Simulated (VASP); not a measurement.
Calculation: r2SCAN meta-GGA, VASP's PBE PAW potentials (set 64) (plane waves; VASP 6.6.1).

VASP ran on this input.

INCAR:
```
# general
SYSTEM  = MgS
PREC    = Accurate
ENCUT   = 480
LREAL   = .FALSE.
LASPH   = .TRUE.

# electronic loop
EDIFF   = 1E-7
NELM    = 100
ALGO    = Normal
LMIXTAU = .TRUE.

# smearing
ISMEAR  = 0
SIGMA   = 0.05

# functional
METAGGA = R2SCAN

# ions
ISIF    = 2

# output
LWAVE   = .FALSE.
LCHARG  = .FALSE.
```

KPOINTS:
```
Automatic mesh
0
Gamma
8 8 8
0 0 0
```

### POSCAR
```
MgS
1
    0.0000000000     2.5957103933     2.5957103933
    2.5957103933     0.0000000000     2.5957103933
    2.5957103933     2.5957103933     0.0000000000
Mg S
1 1
Direct
  1.0000000000   0.0000000000   0.0000000000
  0.5000000000   0.5000000000   0.5000000000
```

POTCAR, in this order: Mg S (PBE.64 set). Program: vasp_std.

What VASP printed:

File OSZICAR:
```
       N       E                     dE             d eps       ncg     rms          rms(c)
DAV:   1     0.139125495309E+02    0.13913E+02   -0.37112E+03   496   0.776E+02
DAV:   2    -0.161500228991E+02   -0.30063E+02   -0.28658E+02   608   0.108E+02
DAV:   3    -0.170944587724E+02   -0.94444E+00   -0.94444E+00   584   0.259E+01
DAV:   4    -0.170985227488E+02   -0.40640E-02   -0.40640E-02   728   0.192E+00
DAV:   5    -0.170985263742E+02   -0.36254E-05   -0.36254E-05   584   0.528E-02    0.466E+00
DAV:   6    -0.154796290918E+02    0.16189E+01   -0.11276E+00   504   0.795E+00    0.489E+00
DAV:   7    -0.153103308393E+02    0.16930E+00   -0.49114E-01   496   0.400E+00    0.195E+00
DAV:   8    -0.154497966832E+02   -0.13947E+00   -0.26717E-01   584   0.474E+00    0.164E+00
DAV:   9    -0.154484715349E+02    0.13251E-02   -0.58231E-02   480   0.259E+00    0.154E-01
DAV:  10    -0.154959390424E+02   -0.47468E-01   -0.12377E-02   488   0.113E+00    0.108E-01
DAV:  11    -0.155033610550E+02   -0.74220E-02   -0.71898E-04   656   0.295E-01    0.115E-01
DAV:  12    -0.155009181195E+02    0.24429E-02   -0.18915E-03   464   0.524E-01    0.224E-01
DAV:  13    -0.155102329254E+02   -0.93148E-02   -0.60645E-03   464   0.956E-01    0.303E-02
DAV:  14    -0.155102656131E+02   -0.32688E-04   -0.75224E-05   640   0.813E-02    0.448E-02
DAV:  15    -0.155102789201E+02   -0.13307E-04   -0.19843E-06   552   0.171E-02    0.544E-02
DAV:  16    -0.155103020213E+02   -0.23101E-04   -0.47431E-05   512   0.866E-02    0.173E-02
DAV:  17    -0.155103317917E+02   -0.29770E-04   -0.10683E-05   472   0.517E-02    0.302E-02
DAV:  18    -0.155103336266E+02   -0.18349E-05   -0.11205E-06   512   0.156E-02    0.305E-02
DAV:  19    -0.155103390636E+02   -0.54370E-05   -0.15390E-06   480   0.163E-02    0.203E-02
DAV:  20    -0.155103376731E+02    0.13905E-05   -0.41747E-07   528   0.103E-02    0.153E-02
DAV:  21    -0.155103382739E+02   -0.60079E-06   -0.72963E-08   360   0.319E-03    0.115E-02
DAV:  22    -0.155103383874E+02   -0.11353E-06   -0.97686E-08   312   0.221E-03    0.444E-03
DAV:  23    -0.155103384074E+02   -0.19958E-07   -0.12461E-08   280   0.106E-03
   1 F= -.15510338E+02 E0= -.15510338E+02  d E =-.495849E-14
```

OUTCAR:
```
------------------------ aborting loop because EDIFF is reached ----------------------------------------
  FORCE on cell =-STRESS in cart. coord.  units (eV):
  Direction    XX          YY          ZZ          XY          YZ          ZX
  --------------------------------------------------------------------------------------
  Total        0.0126215      0.0126215      0.0126215     -0.0000000     -0.0000000      0.0000000
  in kB        0.5781276      0.5781276      0.5781276     -0.0000000     -0.0000000      0.0000000
  external PRESSURE =       0.5781276 kB  Pullay stress =       0.0000000 kB
  volume of cell :       34.98
      direct lattice vectors                 reciprocal lattice vectors
     0.000000000  2.595710393  2.595710393    -0.192625495  0.192625495  0.192625495
     2.595710393  0.000000000  2.595710393     0.192625495 -0.192625495  0.192625495
     2.595710393  2.595710393  0.000000000     0.192625495  0.192625495 -0.192625495
 POSITION                                       TOTAL-FORCE (eV/Angst)
 -----------------------------------------------------------------------------------
      0.00000      0.00000      0.00000         0.000000      0.000000      0.000000
      2.59571      2.59571      2.59571        -0.000000     -0.000000     -0.000000
 -----------------------------------------------------------------------------------
    total drift:                                0.000000      0.000000      0.000000
  FREE ENERGIE OF THE ION-ELECTRON SYSTEM (eV)
  ---------------------------------------------------
  free  energy   TOTEN  =       -15.5103384074 eV

  energy  without entropy=      -15.5103384074  energy(sigma->0) =      -15.51033841
```
(Selected blocks of OUTCAR.)

OUTCAR:
```
 val. band max:        3.5541150727   @ k =   0.0000   0.0000   0.0000

 cond. band min:       7.0028984288   @ k =   0.5000   0.5000   0.0000


 Fermi energy:         3.8002338591

 k-point     1 :       0.0000    0.0000    0.0000
  band No.  band energies     occupation
      1      -9.6688      2.00000
      2       3.5541      2.00000
      3       3.5541      2.00000
      4       3.5541      2.00000
      5       8.2276      0.00000
      6      12.0804      0.00000
      7      12.0804      0.00000
      8      12.0804      0.00000

 k-point     2 :       0.1250    0.0000    0.0000
  band No.  band energies     occupation
      1      -9.5120      2.00000
      2       2.5361      2.00000
      3       3.4471      2.00000
      4       3.4471      2.00000
      5       8.9800      0.00000
      6      11.8173      0.00000
      7      12.3459      0.00000
      8      12.3459      0.00000

 k-point     3 :       0.2500    0.0000    0.0000
  band No.  band energies     occupation
      1      -9.0883      2.00000
      2       0.7385      2.00000
      3       3.2128      2.00000
      4       3.2128      2.00000
      5       9.2870      0.00000
      6      11.9898      0.00000
      7      11.9898      0.00000
      8      12.7233      0.00000

 k-point     4 :       0.3750    0.0000    0.0000
  band No.  band energies     occupation
      1      -8.5733      2.00000
      2      -0.7588      2.00000
      3       3.0055      2.00000
      4       3.0055      2.00000
      5       8.9377      0.00000
      6      11.3166      0.00000
      7      11.3166      0.00000
      8      14.4451      0.00000

 k-point     5 :       0.5000    0.0000    0.0000
  band No.  band energies     occupation
      1      -8.3186      2.00000
      2      -1.3596      2.00000
      3       2.9261      2.00000
      4       2.9261      2.00000
      5       8.7812      0.00000
      6      11.0652      0.00000
      7      11.0652      0.00000
...
```

The compound is MgS in the rock salt structure. It was relaxed first.
